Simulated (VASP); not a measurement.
Output of a VASP run:

OSZICAR:
```
       N       E                     dE             d eps       ncg     rms          rms(c)
DAV:   1     0.115348922263E+03    0.11535E+03   -0.93982E+03  1352   0.133E+03
DAV:   2    -0.124947048769E+02   -0.12784E+03   -0.12331E+03  1460   0.351E+02
DAV:   3    -0.148954306540E+02   -0.24007E+01   -0.23214E+01  1616   0.491E+01
DAV:   4    -0.149207351628E+02   -0.25305E-01   -0.25292E-01  1496   0.488E+00
DAV:   5    -0.149214014936E+02   -0.66633E-03   -0.66631E-03  1692   0.721E-01    0.123E+01
DAV:   6    -0.143332406621E+02    0.58816E+00   -0.36480E+00  1416   0.219E+01    0.240E+00
DAV:   7    -0.142629427766E+02    0.70298E-01   -0.27391E-01  1412   0.626E+00    0.206E+00
DAV:   8    -0.142472799886E+02    0.15663E-01   -0.17205E-02  1464   0.127E+00    0.207E-01
DAV:   9    -0.142471755693E+02    0.10442E-03   -0.23589E-04  1628   0.146E-01    0.130E-01
DAV:  10    -0.142471720376E+02    0.35317E-05   -0.32292E-05  1620   0.760E-02    0.808E-03
DAV:  11    -0.142471708389E+02    0.11987E-05   -0.16951E-06   976   0.175E-02    0.482E-03
DAV:  12    -0.142471703014E+02    0.53745E-06   -0.98425E-08   736   0.370E-03
   1 F= -.15195901E+02 E0= -.15195463E+02  d E =-.151959E+02
       N       E                     dE             d eps       ncg     rms          rms(c)
DAV:   1    -0.145483883155E+02   -0.30122E+00   -0.50028E+00  1376   0.316E+01    0.561E+00
DAV:   2    -0.142404329770E+02    0.30796E+00   -0.18865E+00  1396   0.165E+01    0.197E+00
DAV:   3    -0.142149012885E+02    0.25532E-01   -0.92209E-02  1392   0.363E+00    0.560E-01
DAV:   4    -0.142146251305E+02    0.27616E-03   -0.94871E-03  1392   0.761E-01    0.120E-01
DAV:   5    -0.142146735949E+02   -0.48464E-04   -0.12717E-04  1608   0.100E-01    0.841E-02
DAV:   6    -0.142147187660E+02   -0.45171E-04   -0.41213E-05  1464   0.585E-02    0.105E-02
DAV:   7    -0.142147195520E+02   -0.78605E-06   -0.11732E-06  1244   0.118E-02
   2 F= -.15192001E+02 E0= -.15191550E+02  d E =0.390055E-02
       N       E                     dE             d eps       ncg     rms          rms(c)
DAV:   1    -0.143650797443E+02   -0.15036E+00   -0.18923E+00  1372   0.197E+01    0.301E+00
DAV:   2    -0.142504920135E+02    0.11459E+00   -0.75273E-01  1404   0.103E+01    0.104E+00
DAV:   3    -0.142388086970E+02    0.11683E-01   -0.39088E-02  1400   0.234E+00    0.226E-01
DAV:   4    -0.142387412834E+02    0.67414E-04   -0.32123E-03  1392   0.407E-01    0.554E-02
DAV:   5    -0.142387704022E+02   -0.29119E-04   -0.87564E-05  1612   0.102E-01    0.411E-02
DAV:   6    -0.142387805508E+02   -0.10149E-04   -0.17364E-05  1508   0.448E-02    0.691E-03
DAV:   7    -0.142387803108E+02    0.24005E-06   -0.94602E-07  1040   0.102E-02
   3 F= -.15198509E+02 E0= -.15198065E+02  d E =-.260753E-02
```

### OUTCAR
```
------------------------ aborting loop because EDIFF is reached ----------------------------------------
  Edisp (eV):   -0.95973
  FORCE on cell =-STRESS in cart. coord.  units (eV):
  Direction    XX          YY          ZZ          XY          YZ          ZX
  --------------------------------------------------------------------------------------
  Total      -0.00167    -0.00167    -0.00167    -0.00000     0.00000    -0.00000
  in kB      -0.10123    -0.10123    -0.10123    -0.00000     0.00000    -0.00000
  external pressure =       -0.10 kB  Pullay stress =        0.00 kB
  volume of cell :       26.41
      direct lattice vectors                 reciprocal lattice vectors
     2.978042027  0.000000000  0.000000000     0.335791097 -0.000000000 -0.000000000
     0.000000000  2.978042027  0.000000000    -0.000000000  0.335791097  0.000000000
     0.000000000 -0.000000000  2.978042027    -0.000000000 -0.000000000  0.335791097
 POSITION                                       TOTAL-FORCE (eV/Angst)
 -----------------------------------------------------------------------------------
      1.48902      1.48902      1.48902         0.000000      0.000000      0.000000
      0.00000      0.00000      0.00000        -0.000000     -0.000000      0.000000
 -----------------------------------------------------------------------------------
    total drift:                                0.000000      0.000000      0.000000
  FREE ENERGIE OF THE ION-ELECTRON SYSTEM (eV)
  ---------------------------------------------------
  free  energy   TOTEN  =       -15.1985088450 eV

  energy  without entropy=      -15.1971785144  energy(sigma->0) =      -15.19806540

 reached required accuracy - stopping structural energy minimisation
```
(Selected blocks of OUTCAR.)

### POSCAR
```
RuAl
1
    2.9900000000     0.0000000000     0.0000000000
    0.0000000000     2.9900000000     0.0000000000
    0.0000000000     0.0000000000     2.9900000000
Al Ru
1 1
Direct
  0.5000000000   0.5000000000   0.5000000000
  0.0000000000   0.0000000000   0.0000000000
```

### Question
Reconstruct the remaining input files.

### Answer
Several could match; the one computed here: the input of the run itself, PBE GGA with D4 dispersion, plane waves, VASP's PBE PAW potentials (set 64).

INCAR:
```
# general
SYSTEM  = RuAl
PREC    = Accurate
ENCUT   = 520
LREAL   = .False.
LASPH   = .True.

# electronic loop
EDIFF   = 1E-6
NELM    = 100
ALGO    = Normal
LMAXMIX = 4   # l cut-off of mixed one-centre charges

# smearing
ISMEAR  = 1
SIGMA   = 0.1   # width (eV)

# functional
GGA     = PE
IVDW    = 13   # D4

# ions
IBRION  = 2
NSW     = 60   # most ionic steps
ISIF    = 3
EDIFFG  = -0.01

# output
LWAVE   = .False.
LCHARG  = .False.
```

File KPOINTS:
```
Regular mesh
0
Gamma
 11 11 11
0 0 0
```

POTCAR, in this order: Al Ru_pv (PBE.64 set). Program: vasp_std.

The compound is RuAl in the CsCl type structure. This run relaxes it. Symmetry was kept, so distortions that lower it aren't found. The electron count is odd and the run is not spin-polarised, which forces a metal.
